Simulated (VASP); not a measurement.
Computed with optB88-vdW, VASP's PBE PAW potentials (set 64) (plane waves; VASP).

A VASP calculation is set up with these files.

**INCAR**
```
LUSE_VDW=.TRUE.
PARAM2=0.22
LMAXMIX=4   # l cut-off of mixed one-centre charges
LASPH=.TRUE.
PARAM1=0.1833333333
ISMEAR=1   # Methfessel-Paxton
LWAVE=.FALSE.
LCHARG=.FALSE.
LREAL=.FALSE.   # projection in real space or not
EDIFF=1E-6
AGGAC=0.0
PREC=Accurate
NSW=60   # most ionic steps
EDIFFG=-0.02
NELM=100
SYSTEM=Ga
GGA=BO
ENCUT=520   # plane-wave cut-off (eV)
ALGO=Normal   # blocked Davidson
SIGMA=0.1   # width (eV)
ISIF=3
IBRION=2   # conjugate gradients
```

### KPOINTS
```
Automatic mesh
0
gamma
7 7 6
```

### POSCAR
```
Ga
1.0
  2.2393990667  -3.8000028085   0.0000000000
  2.2393990667   3.8000028085   0.0000000000
  0.0000000000   0.0000000000   4.4855005389
Ga
4
direct
  0.1554682378   0.8445317622   0.9188527356
  0.3445317622   0.6554682378   0.4188527356
  0.6554682378   0.3445317622   0.5811472644
  0.8445317622   0.1554682378   0.0811472644
```

POTCAR, in this order: Ga_d (PBE.64 set). Program: vasp_std.

The run wrote:

**OUTCAR**
```
 ion  position               nearest neighbor table
   1  0.155  0.845  0.919-   4 2.47   2 2.66   2 2.66   3 2.70   3 2.70   4 2.76   4 2.76
   2  0.345  0.655  0.419-   3 2.47   1 2.66   1 2.66   4 2.70   4 2.70   3 2.76   3 2.76
   3  0.655  0.345  0.581-   2 2.47   4 2.66   4 2.66   1 2.70   1 2.70   2 2.76   2 2.76
   4  0.845  0.155  0.081-   1 2.47   3 2.66   3 2.66   2 2.70   2 2.70   1 2.76   1 2.76
  LATTYP: Found a base centered orthorhombic cell.
 ALAT       =     4.4787981334
 B/A-ratio  =     1.6968850550
 C/A-ratio  =     1.0014964741
 Subroutine PRICEL returns:
 Original cell was already a primitive cell.
 Subroutine GETGRP returns: Found  8 space group operations
The static configuration has the point symmetry C_2h.
 The point group associated with its full space group is D_2h.
The dynamic configuration has the point symmetry C_2h.
 Subroutine INISYM returns: Found  8 space group operations
 Subroutine IBZKPT returns following result:
 Found     64 irreducible k-points:

 Following reciprocal coordinates:
            Coordinates               Weight
  0.000000  0.000000  0.000000      1.000000
  0.142857 -0.000000  0.000000      4.000000
  0.285714  0.000000  0.000000      4.000000
  0.428571  0.000000  0.000000      4.000000
...
```

### OSZICAR
```
       N       E                     dE             d eps       ncg     rms          rms(c)
DAV:   1     0.367767421733E+03    0.36777E+03   -0.26317E+04  3998   0.321E+03
DAV:   2     0.431014945882E+02   -0.32467E+03   -0.31935E+03  4066   0.565E+02
DAV:   3     0.345564875082E+01   -0.39646E+02   -0.39282E+02  4395   0.154E+02
DAV:   4     0.226394578529E+01   -0.11917E+01   -0.11778E+01  4528   0.303E+01
DAV:   5     0.223907272269E+01   -0.24873E-01   -0.24866E-01  4775   0.444E+00    0.243E+00
DAV:   6     0.230030822336E+01    0.61236E-01   -0.14271E-01  4832   0.540E+00    0.136E+00
DAV:   7     0.231452250795E+01    0.14214E-01   -0.53970E-02  5238   0.266E+00    0.261E-01
DAV:   8     0.231443249444E+01   -0.90014E-04   -0.13632E-02  4367   0.135E+00    0.504E-02
DAV:   9     0.231423264977E+01   -0.19984E-03   -0.10442E-03  4479   0.361E-01    0.244E-02
DAV:  10     0.231421755120E+01   -0.15099E-04   -0.20764E-04  4675   0.167E-01    0.621E-03
DAV:  11     0.231421608727E+01   -0.14639E-05   -0.35788E-05  4586   0.737E-02    0.457E-03
DAV:  12     0.231421633306E+01    0.24579E-06   -0.82308E-06  4588   0.347E-02
   1 F= 0.23142163E+01 E0= 0.23141918E+01  d E =0.231422E+01
       N       E                     dE             d eps       ncg     rms          rms(c)
DAV:   1     0.428763920097E+00   -0.18855E+01   -0.26866E+01  4122   0.743E+01    0.781E+00
DAV:   2     0.185416017455E+01    0.14254E+01   -0.27622E+00  4780   0.220E+01    0.362E+00
DAV:   3     0.222634700570E+01    0.37219E+00   -0.65473E-01  4815   0.105E+01    0.591E-01
DAV:   4     0.226491894332E+01    0.38572E-01   -0.11456E-01  4752   0.442E+00    0.141E-01
DAV:   5     0.226543024730E+01    0.51130E-03   -0.98518E-03  4519   0.117E+00    0.257E-02
DAV:   6     0.226533548892E+01   -0.94758E-04   -0.85811E-04  5233   0.225E-01    0.233E-02
DAV:   7     0.226535159426E+01    0.16105E-04   -0.80250E-05  5023   0.711E-02    0.442E-03
DAV:   8     0.226535147569E+01   -0.11857E-06   -0.69986E-06  3703   0.200E-02
   2 F= 0.22653515E+01 E0= 0.22658197E+01  d E =-.488649E-01
       N       E                     dE             d eps       ncg     rms          rms(c)
DAV:   1     0.213747554194E+01   -0.12788E+00   -0.17915E+00  4192   0.181E+01    0.208E+00
DAV:   2     0.223809983365E+01    0.10062E+00   -0.21323E-01  4738   0.620E+00    0.941E-01
DAV:   3     0.226282671216E+01    0.24727E-01   -0.37006E-02  4822   0.247E+00    0.183E-01
DAV:   4     0.226561070206E+01    0.27840E-02   -0.59912E-03  4649   0.966E-01    0.188E-02
DAV:   5     0.226560030072E+01   -0.10401E-04   -0.38387E-04  4457   0.209E-01    0.698E-03
DAV:   6     0.226559552517E+01   -0.47756E-05   -0.39992E-05  5729   0.520E-02    0.594E-03
DAV:   7     0.226559675724E+01    0.12321E-05   -0.17311E-06  3416   0.128E-02    0.112E-03
DAV:   8     0.226559678598E+01    0.28736E-07   -0.32695E-07  2271   0.546E-03
   3 F= 0.22655968E+01 E0= 0.22660113E+01  d E =-.486195E-01
       N       E                     dE             d eps       ncg     rms          rms(c)
DAV:   1     0.224075411150E+01   -0.24843E-01   -0.32984E-01  4262   0.758E+00    0.908E-01
DAV:   2     0.225984033599E+01    0.19086E-01   -0.42473E-02  4738   0.282E+00    0.404E-01
DAV:   3     0.226435831529E+01    0.45180E-02   -0.60801E-03  4836   0.993E-01    0.864E-02
DAV:   4     0.226488209534E+01    0.52378E-03   -0.10002E-03  4722   0.379E-01    0.584E-03
DAV:   5     0.226488010682E+01   -0.19885E-05   -0.42395E-05  4459   0.656E-02    0.304E-03
DAV:   6     0.226488015124E+01    0.44420E-07   -0.44475E-06  3857   0.199E-02
   4 F= 0.22648802E+01 E0= 0.22653367E+01  d E =-.493362E-01
       N       E                     dE             d eps       ncg     rms          rms(c)
DAV:   1     0.226209494934E+01   -0.27852E-02   -0.37594E-02  4262   0.257E+00    0.306E-01
DAV:   2     0.226427210017E+01    0.21772E-02   -0.47859E-03  4738   0.943E-01    0.137E-01
DAV:   3     0.226478944244E+01    0.51734E-03   -0.71178E-04  4836   0.341E-01    0.287E-02
DAV:   4     0.226484740336E+01    0.57961E-04   -0.11712E-04  4678   0.131E-01    0.210E-03
DAV:   5     0.226484726999E+01   -0.13337E-06   -0.57841E-06  3988   0.245E-02
   5 F= 0.22648473E+01 E0= 0.22653120E+01  d E =-.493691E-01
       N       E                     dE             d eps       ncg     rms          rms(c)
DAV:   1     0.226291413427E+01   -0.19333E-02   -0.39348E-02  4752   0.144E+00    0.258E-01
DAV:   2     0.226391445334E+01    0.10003E-02   -0.24542E-03  4395   0.830E-01    0.155E-01
DAV:   3     0.226452778844E+01    0.61334E-03   -0.77489E-04  5186   0.429E-01    0.102E-02
DAV:   4     0.226448569917E+01   -0.42089E-04   -0.44455E-04  4150   0.221E-01    0.894E-03
DAV:   5     0.226448583426E+01    0.13509E-06   -0.19003E-05  5848   0.386E-02    0.492E-03
DAV:   6     0.226448589176E+01    0.57495E-07   -0.69510E-07  2555   0.204E-02
   6 F= 0.22644859E+01 E0= 0.22648857E+01  d E =-.361378E-03
       N       E                     dE             d eps       ncg     rms          rms(c)
DAV:   1     0.225812658483E+01   -0.63592E-02   -0.14711E-01  4759   0.279E+00    0.499E-01
DAV:   2     0.226186682231E+01    0.37402E-02   -0.90748E-03  4395   0.159E+00    0.299E-01
DAV:   3     0.226416161407E+01    0.22948E-02   -0.29130E-03  5216   0.830E-01    0.193E-02
DAV:   4     0.226400488068E+01   -0.15673E-03   -0.16566E-03  4157   0.426E-01    0.171E-02
DAV:   5     0.226400567079E+01    0.79011E-06   -0.69312E-05  5861   0.734E-02    0.944E-03
DAV:   6     0.226400580275E+01    0.13196E-06   -0.26756E-06  3175   0.391E-02
   7 F= 0.22640058E+01 E0= 0.22642885E+01  d E =-.841467E-03
```

OUTCAR:
```
------------------------ aborting loop because EDIFF is reached ----------------------------------------
  FORCE on cell =-STRESS in cart. coord.  units (eV):
  Direction    XX          YY          ZZ          XY          YZ          ZX
  --------------------------------------------------------------------------------------
  Total       -0.0543942     -0.0136234      0.0199559      0.0000000      0.0000000      0.0000000
  in kB       -1.0730888     -0.2687619      0.3936887      0.0000000      0.0000000      0.0000000
  external PRESSURE =      -0.3160540 kB  Pullay stress =       0.0000000 kB
  volume of cell :       81.21
      direct lattice vectors                 reciprocal lattice vectors
     2.267804955 -3.877452485  0.000000000     0.220477515 -0.128950645 -0.000000000
     2.267804955  3.877452485 -0.000000000     0.220477515  0.128950645  0.000000000
     0.000000000 -0.000000000  4.617912471     0.000000000  0.000000000  0.216548063
 POSITION                                       TOTAL-FORCE (eV/Angst)
 -----------------------------------------------------------------------------------
      2.26780      2.66977      4.23874         0.000000     -0.002177     -0.011064
      2.26780      1.20768      1.92978         0.000000      0.002177     -0.011064
      2.26780     -1.20768      2.68813         0.000000     -0.002177      0.011064
      2.26780     -2.66977      0.37918         0.000000      0.002177      0.011064
 -----------------------------------------------------------------------------------
    total drift:                                0.000000     -0.000000      0.000000
  FREE ENERGIE OF THE ION-ELECTRON SYSTEM (eV)
  ---------------------------------------------------
  free  energy   TOTEN  =         2.2640058027 eV

  energy  without entropy=        2.2648539114  energy(sigma->0) =        2.26428851

 reached required accuracy - stopping structural energy minimisation
```
(Selected blocks of OUTCAR.)

File CONTCAR:
```
Ga
   1.00000000000000
     2.2678049550861181   -3.8774524847999627    0.0000000000000000
     2.2678049550861181    3.8774524847999627   -0.0000000000000000
     0.0000000000000000   -0.0000000000000000    4.6179124711774637
  Ga
     4
Direct
     0.1557311485358825    0.8442688514641175    0.9178903233369017
     0.3442688514641176    0.6557311485358825    0.4178903233369016
     0.6557311485358825    0.3442688514641176    0.5821096766630983
     0.8442688514641175    0.1557311485358825    0.0821096766630983
```

**OUTCAR**
```
 val. band max:        4.5789963180   @ k =   0.1429   0.1429   0.1667

 cond. band min:       4.6118542664   @ k =  -0.2857   0.1429   0.1667


 Fermi energy:         4.6100662797

 k-point     1 :       0.0000    0.0000    0.0000
  band No.  band energies     occupation
      1     -10.6402      2.00000
      2     -10.6275      2.00000
      3     -10.5980      2.00000
      4     -10.5874      2.00000
      5     -10.5761      2.00000
      6     -10.5466      2.00000
      7     -10.4900      2.00000
      8     -10.4495      2.00000
      9     -10.4192      2.00000
     10     -10.4054      2.00000
     11     -10.3990      2.00000
     12     -10.3962      2.00000
     13     -10.3834      2.00000
     14     -10.3541      2.00000
     15     -10.3291      2.00000
     16     -10.2812      2.00000
     17     -10.2360      2.00000
     18     -10.2321      2.00000
     19     -10.2031      2.00000
     20     -10.1329      2.00000
     21      -6.2079      2.00000
     22       0.1782      2.00000
     23       0.8187      2.00000
     24       2.7784      2.00000
     25       3.0649      2.00000
     26       3.9033      2.00000
     27       5.4456     -0.00000
     28       5.6080     -0.00000
     29       5.7932     -0.00000
     30       9.3972      0.00000
     31       9.7540      0.00000

 k-point     2 :       0.1429   -0.0000    0.0000
  band No.  band energies     occupation
      1     -10.6418      2.00000
      2     -10.6199      2.00000
      3     -10.6044      2.00000
      4     -10.5945      2.00000
      5     -10.5629      2.00000
      6     -10.5411      2.00000
      7     -10.4954      2.00000
      8     -10.4858      2.00000
      9     -10.4301      2.00000
     10     -10.4233      2.00000
     11     -10.3801      2.00000
     12     -10.3743      2.00000
     13     -10.3691      2.00000
     14     -10.3496      2.00000
     15     -10.3193      2.00000
     16     -10.2697      2.00000
     17     -10.2423      2.00000
...
```

Energy and stress use the plane-wave basis of the starting cell.

The compound is Ga in the alpha structure. This run relaxes it. Symmetry was kept, so distortions that lower it aren't found. The start is the result of an earlier pass.
